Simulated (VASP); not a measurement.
# In11NiP12 (a cell with a defect) in VASP: single point with PBEsol+U

Aim: the single point of In11NiP12 (a cell with a defect) with PBEsol+U.

Everything below comes from runs of VASP 6.6.1. Logs are shortened: lines on timing, memory, paths and dates and some standing lists are left out, and cuts for length are marked.

## 1. Starting point

The cell holds a defect, 24 atoms: a = 12.449 Å, b = 8.300 Å, c = 8.300 Å, α = 60.00°, β = 60.00°, γ = 60.00°.

## 2. Single point, PBEsol+U

Input file INCAR:

```
  ALGO = Normal
  EDIFF = 1E-5
  ENCUT = 350
  GGA = PS
  ISIF = 2
  ISMEAR = 0
  KPAR = 2
  LASPH = True
  LCHARG = False
  LDAU = True
  LDAUJ = 0 0 0
  LDAUL = 2 -1 -1
  LDAUPRINT = 1
  LDAUTYPE = 2
  LDAUU = 5 0 0
  LMAXMIX = 4
  LORBIT = 11
  LREAL = Auto
  LWAVE = False
  NBANDS = 124
  NELM = 120
  PREC = Accurate
  SIGMA = 0.03
```

Input file KPOINTS:

```
k-points
0
Gamma
  2 2 2
```

Input file POSCAR:

```
In11NiP12
1.0
    0.0000000000      8.8030500000      8.8030500000
    5.8687000000      0.0000000000      5.8687000000
    5.8687000000      5.8687000000      0.0000000000
Ni In P
1 11 12
Direct
    0.0000000000      0.0000000000      0.0000000000
    0.0000000000      0.0000000000      0.5000000000
    0.0000000000      0.5000000000      0.0000000000
    0.0000000000      0.5000000000      0.5000000000
    0.3333330000      0.0000000000      0.0000000000
    0.3333330000      0.0000000000      0.5000000000
    0.3333330000      0.5000000000      0.0000000000
    0.3333330000      0.5000000000      0.5000000000
    0.6666670000      0.0000000000      0.0000000000
    0.6666670000      0.0000000000      0.5000000000
    0.6666670000      0.5000000000      0.0000000000
    0.6666670000      0.5000000000      0.5000000000
    0.0833333333      0.1250000000      0.1250000000
    0.0833333333      0.1250000000      0.6250000000
    0.0833333333      0.6250000000      0.1250000000
    0.0833333333      0.6250000000      0.6250000000
    0.4166663333      0.1250000000      0.1250000000
    0.4166663333      0.1250000000      0.6250000000
    0.4166663333      0.6250000000      0.1250000000
    0.4166663333      0.6250000000      0.6250000000
    0.7500003333      0.1250000000      0.1250000000
    0.7500003333      0.1250000000      0.6250000000
    0.7500003333      0.6250000000      0.1250000000
    0.7500003333      0.6250000000      0.6250000000
```

Potentials or basis: VASP PAW PBE potentials, release 64 (Ni, In_d, P).

Started as:

```console
> cat potpaw_PBE.64/Ni/POTCAR potpaw_PBE.64/In_d/POTCAR potpaw_PBE.64/P/POTCAR > POTCAR
> mpirun -np 4 vasp_std > vasp.out
```

OUTCAR:

```text
EDIFF = 1E-5
   ENCUT = 350
   GGA = PS
   ISIF = 2
   ISMEAR = 0
   LASPH = True
   LORBIT = 11
   LREAL = Auto
   NELM = 120
   PREC = Accurate

 ion  position               nearest neighbor table
   1  0.000  0.000  0.000-  21 2.54  13 2.54  15 2.54  14 2.54
   2  0.000  0.000  0.500-  22 2.54  14 2.54  16 2.54  13 2.54
   3  0.000  0.500  0.000-  23 2.54  15 2.54  16 2.54  13 2.54
   4  0.000  0.500  0.500-  24 2.54  16 2.54  14 2.54  15 2.54
   5  0.333  0.000  0.000-  13 2.54  17 2.54  18 2.54  19 2.54
   6  0.333  0.000  0.500-  14 2.54  18 2.54  17 2.54  20 2.54
[... 16 lines left out ...]
  23  0.750  0.625  0.125-   3 2.54  11 2.54   9 2.54  12 2.54
  24  0.750  0.625  0.625-   4 2.54  12 2.54  11 2.54  10 2.54

  LATTYP: Found a face centered orthorhombic cell.
 ALAT       =     8.2995951335
 B/A-ratio  =     1.7320508076
 C/A-ratio  =     2.4494897428

  Lattice vectors:

 A1 = (   0.0000000000,   8.8030500000,   8.8030500000)
 A2 = (  -5.8687000000,   2.9343500000,   8.8030500000)
 A3 = (   5.8687000000,  -0.0000000000,   5.8687000000)

Analysis of symmetry for initial positions (statically):
=====================================================================
 Subroutine PRICEL returns:
 Original cell was already a primitive cell.

 Routine SETGRP: Setting up the symmetry group for a
 face centered orthorhombic supercell.

 Subroutine GETGRP returns: Found  2 space group operations
 (whereof  2 operations were pure point group operations)
 out of a pool of  8 trial point group operations.

The static configuration has the point symmetry C_1h.

Analysis of symmetry for dynamics (positions and initial velocities):
=====================================================================
 Subroutine PRICEL returns:
 Original cell was already a primitive cell.

 Routine SETGRP: Setting up the symmetry group for a
 face centered orthorhombic supercell.

 Subroutine GETGRP returns: Found  2 space group operations
 (whereof  2 operations were pure point group operations)
 out of a pool of  8 trial point group operations.

The dynamic configuration has the point symmetry C_1h.

 Subroutine INISYM returns: Found  2 space group operations
 (whereof  2 operations are pure point group operations),
 and found     1 'primitive' translations

----------------------------------------------------------------------------------------

                                     Primitive cell

  volume of cell :     606.3830

  direct lattice vectors                    reciprocal lattice vectors
     0.000000000  8.803050000  8.803050000    -0.056798496  0.056798496  0.056798496
     5.868700000  0.000000000  5.868700000     0.085197744 -0.085197744  0.085197744
     5.868700000  5.868700000  0.000000000     0.085197744  0.085197744 -0.085197744

  length of vectors
    12.449392700  8.299595133  8.299595133     0.098377881  0.147566821  0.147566821

  position of ions in fractional coordinates (direct lattice)
     0.000000000  0.000000000  0.000000000
     0.000000000  0.000000000  0.500000000
     0.000000000  0.500000000  0.000000000
     0.000000000  0.500000000  0.500000000
     0.333333000  0.000000000  0.000000000
     0.333333000  0.000000000  0.500000000
[... 16 lines left out ...]
     0.750000333  0.625000000  0.125000000
     0.750000333  0.625000000  0.625000000

  ion indices of the primitive-cell ions
   primitive index   ion index
                 1           1
                 2           2
                 3           3
                 4           4
                 5           5
                 6           6
[... 16 lines left out ...]
                23          23
[... 60 lines left out ...]
   ISIF   =      2    stress and relaxation
   ISYM   =      2    0-nonsym 1-usesym 2-fastsym
   POTIM  = 0.5000    time-step for ionic-motion
   TEBEG  =    0.0;   TEEND  =   0.0 temperature during run
   PSTRESS=    0.0 pullay stress
   NELECT =     213.0000    total number of electrons
   NUPDOWN=      -1.0000    fix difference up-down
   EMIN   =  10.00;   EMAX   =-10.00  energy-range for DOS
   EFERMI =   0.00;   METHOD = LEGACY
   ISMEAR =     0;   SIGMA  =   0.03  broadening in eV -4-tet -1-fermi 0-gaus
   EFERMI_NEDOS =   21; number of points for ismear=-14 and -15
   IALGO  =     38    algorithm
   IMIX   =      4    mixing-type and parameters
     AMIX     =   0.40;   BMIX     =  1.00
     AMIX_MAG =   1.60;   BMIX_MAG =  1.00
  volume/ion in A,a.u.               =      25.27       170.50
  Fermi-wavevector in a.u.,A,eV,Ry     =   1.155099  2.182820 18.153609  1.334253
  Thomas-Fermi vector in A             =   2.291730
   LORBIT       =     11    0 simple, 1 ext, 2 COOP (PROOUT), +10 PAW based schemes
 LDA+U is selected, type is set to LDAUTYPE =  2
   angular momentum for each species LDAUL =     2   -1   -1
   U (eV)           for each species LDAUU =   5.0  0.0  0.0
   J (eV)           for each species LDAUJ =   0.0  0.0  0.0
   GGA     = PS    functional components
   LHFCALC =     F    Hartree Fock is set to
   AEXX    =    0.0000 exact exchange contribution
   IVDW    =     0    specifies the selected vdW correction
   LEPSILON=     F    determine dielectric tensor
   LRPA    =     F    only Hartree local field effects (RPA)
 non-spin polarized calculation
 Gauss-broadening in eV      SIGMA  =   0.03
  energy-cutoff  :      350.00
  volume of cell :      606.38
 maximum number of plane-waves:      9035
 NGX is ok and might be reduce to    80
   NGX = 37   NGY = 25   NGZ = 25

atom =   1  type =  1  l = 2

 onsite density matrix

spin component  1

  0.7909 -0.0524 -0.0189  0.0489 -0.0009
 -0.0524  0.7994 -0.0092 -0.0524  0.0158
 -0.0189 -0.0092  0.9361  0.0102 -0.0003
  0.0489 -0.0524  0.0102  0.7909  0.0159
 -0.0009  0.0158 -0.0003  0.0159  0.9365

spin component  2

  0.7909 -0.0524 -0.0189  0.0489 -0.0009
 -0.0524  0.7994 -0.0092 -0.0524  0.0158
 -0.0189 -0.0092  0.9361  0.0102 -0.0003
  0.0489 -0.0524  0.0102  0.7909  0.0159
 -0.0009  0.0158 -0.0003  0.0159  0.9365

 occupancies and eigenvectors

  o =  0.7391  v = -0.7020  0.0000 -0.1038  0.7020 -0.0600  0.0000  0.0000  0.0000  0.0000  0.0000      0.0000  0.0000  0.0000  0.0000  0.0000  0.0000  0.0000  0.0000  0.0000  0.0000
  o =  0.7391  v =  0.0000  0.0000  0.0000  0.0000  0.0000 -0.7020  0.0000 -0.1038  0.7020 -0.0600      0.0000  0.0000  0.0000  0.0000  0.0000  0.0000  0.0000  0.0000  0.0000  0.0000
  o =  0.7403  v =  0.4262  0.7902  0.0556  0.4262 -0.0962  0.0000  0.0000  0.0000  0.0000  0.0000      0.0000  0.0000  0.0000  0.0000  0.0000  0.0000  0.0000  0.0000  0.0000  0.0000
  o =  0.7403  v =  0.0000  0.0000  0.0000  0.0000  0.0000  0.4262  0.7902  0.0556  0.4262 -0.0962      0.0000  0.0000  0.0000  0.0000  0.0000  0.0000  0.0000  0.0000  0.0000  0.0000
  o =  0.8964  v =  0.5635 -0.6032 -0.0162  0.5635  0.0281  0.0000  0.0000  0.0000  0.0000  0.0000      0.0000  0.0000  0.0000  0.0000  0.0000  0.0000  0.0000  0.0000  0.0000  0.0000
  o =  0.8964  v =  0.0000  0.0000  0.0000  0.0000  0.0000  0.5635 -0.6032 -0.0162  0.5635  0.0281      0.0000  0.0000  0.0000  0.0000  0.0000  0.0000  0.0000  0.0000  0.0000  0.0000
  o =  0.9388  v = -0.0848  0.0000  0.8598  0.0848  0.4964  0.0000  0.0000  0.0000  0.0000  0.0000      0.0000  0.0000  0.0000  0.0000  0.0000  0.0000  0.0000  0.0000  0.0000  0.0000
  o =  0.9388  v =  0.0000  0.0000  0.0000  0.0000  0.0000 -0.0848  0.0000  0.8598  0.0848  0.4964      0.0000  0.0000  0.0000  0.0000  0.0000  0.0000  0.0000  0.0000  0.0000  0.0000
  o =  0.9392  v =  0.0000  0.0000  0.0000  0.0000  0.0000  0.0293  0.1081 -0.4966  0.0293  0.8602      0.0000  0.0000  0.0000  0.0000  0.0000  0.0000  0.0000  0.0000  0.0000  0.0000
  o =  0.9392  v =  0.0293  0.1081 -0.4966  0.0293  0.8602  0.0000  0.0000  0.0000  0.0000  0.0000      0.0000  0.0000  0.0000  0.0000  0.0000  0.0000  0.0000  0.0000  0.0000  0.0000

 number of electron     213.0000071 magnetization

 Free energy of the ion-electron system (eV)
  ---------------------------------------------------
  ext. energy  EPLUGINS =         0.00000000
  ---------------------------------------------------
  free energy    TOTEN  =      -106.68838112 eV

  energy without entropy =     -106.68366075  energy(sigma->0) =     -106.68602094

 E-fermi :   4.9012     XC(G=0):  -9.4043

 val. band max:        4.7515833381   @ k =   0.5000   0.5000   0.5000
 cond. band min:       4.9021273125   @ k =   0.0000   0.5000   0.0000
 fundamental gap:      0.1505439743
 Fermi energy:         4.9011681248

 k-point     1 :       0.0000    0.0000    0.0000
  band No.  band energies     occupation
      1      -9.5645      2.00000
      2      -9.5516      2.00000
      3      -9.5358      2.00000
      4      -9.5308      2.00000
      5      -9.5254      2.00000
      6      -9.5061      2.00000
[... 715 lines left out ...]
    117       7.8646      0.00000
    118       8.2997      0.00000
 [bands above 118 left out]

------------------------ aborting loop because EDIFF is reached ----------------------------------------

  FORCE on cell =-STRESS in cart. coord.  units (eV):
  Direction    XX          YY          ZZ          XY          YZ          ZX
  --------------------------------------------------------------------------------------
  -------------------------------------------------------------------------------------
  Total       -6.1197707     -6.3816826     -6.3816826     -0.3747493      0.1741392     -0.3747489
  in kB      -16.1695804    -16.8616006    -16.8616006     -0.9901579      0.4601083     -0.9901569
  external PRESSURE =     -16.6309272 kB  Pullay stress =       0.0000000 kB

 VOLUME and BASIS-vectors are now :
 -----------------------------------------------------------------------------
  energy-cutoff  :      350.00
  volume of cell :      606.38
      direct lattice vectors                 reciprocal lattice vectors
     0.000000000  8.803050000  8.803050000    -0.056798496  0.056798496  0.056798496
     5.868700000  0.000000000  5.868700000     0.085197744 -0.085197744  0.085197744
     5.868700000  5.868700000  0.000000000     0.085197744  0.085197744 -0.085197744

 POSITION                                       TOTAL-FORCE (eV/Angst)
 -----------------------------------------------------------------------------------
      0.00000      0.00000      0.00000         0.073425     -0.051086     -0.051086
      2.93435      2.93435      0.00000         0.022776     -0.029877     -0.100057
      2.93435      0.00000      2.93435         0.022776     -0.100057     -0.029877
      5.86870      2.93435      2.93435         0.106240     -0.036873     -0.036873
      0.00000      2.93435      2.93435         0.036208     -0.057473     -0.057473
      2.93435      5.86870      2.93435         0.067364     -0.061844     -0.048293
[... 16 lines left out ...]
      4.40152      7.33588     10.27023        -0.021394      0.001735      0.030654
      7.33587     10.27023     10.27023        -0.001273      0.027567      0.027567
 -----------------------------------------------------------------------------------
    total drift:                                0.035974      0.002820      0.002818

  FREE ENERGIE OF THE ION-ELECTRON SYSTEM (eV)
  ---------------------------------------------------
  free  energy   TOTEN  =      -106.6883811217 eV

  energy  without entropy=     -106.6836607491  energy(sigma->0) =     -106.68602094

 total charge

# of ion       s       p       d       tot
------------------------------------------
    1        0.347   0.238   8.484   9.069
    2        0.831   0.770   9.894  11.496
    3        0.831   0.770   9.894  11.496
    4        0.831   0.770   9.894  11.495
    5        0.830   0.776   9.895  11.501
    6        0.827   0.776   9.896  11.498
[... 16 lines left out ...]
   23        1.024   1.482   0.000   2.505
   24        1.023   1.483   0.000   2.506
--------------------------------------------------
tot         21.826  26.209 117.342 165.377
```

Wall time 3.3 min (4 MPI ranks of Intel Xeon Platinum 8488C (Sapphire Rapids), shared host); peak memory 0.39 GiB.

What came out:

```
Free energy                                           : -106.6884 eV
Pressure                                              : -1.7 GPa
Largest force                                         : 1.665 eV/Å
Band gap on the k mesh                                : none (metal or under the smearing width)
Valence electrons inside the program's atomic spheres : Ni 9.07; In 11.50, 11.49; P 2.44, 2.45, 2.50, 2.51, 2.46
```

Forces in eV/Å, atoms in the order of the input:
```
Ni   0.073 -0.051 -0.051
In   0.023 -0.030 -0.100
In   0.023 -0.100 -0.030
In   0.106 -0.037 -0.037
In   0.036 -0.057 -0.057
In   0.067 -0.062 -0.048
In   0.067 -0.048 -0.062
In  -0.015 -0.008 -0.008
In   0.104  0.126  0.126
In  -0.111 -0.124  0.112
In  -0.111  0.112 -0.124
In  -0.004  0.002  0.002
P   -1.090 -0.890 -0.890
P    0.842  1.116 -0.846
P    0.842 -0.846  1.116
P    0.002  0.007  0.007
P   -0.063  0.011  0.011
P    0.056  0.013 -0.052
P    0.056 -0.052  0.013
P   -0.010  0.011  0.011
P   -0.848  0.845  0.845
P   -0.021  0.031  0.002
P   -0.021  0.002  0.031
P   -0.001  0.028  0.028
```

Eigenvalues of the final occupation matrices:
| site | spin | trace | eigenvalues |
| --- | --- | --- | --- |
| site 1 d | 1 | 4.25 | 0.74 0.74 0.90 0.94 0.94 |
| site 1 d | 2 | 4.25 | 0.74 0.74 0.90 0.94 0.94 |

Caveat: the k mesh is coarse (spacing up to 0.46 Å⁻¹), so the values aren't converged; the PAW data sets were made with another functional, which shifts forces and pressure a little; U without spin polarisation on a metal has little footing; the U is typed as a test and isn't derived for this compound.
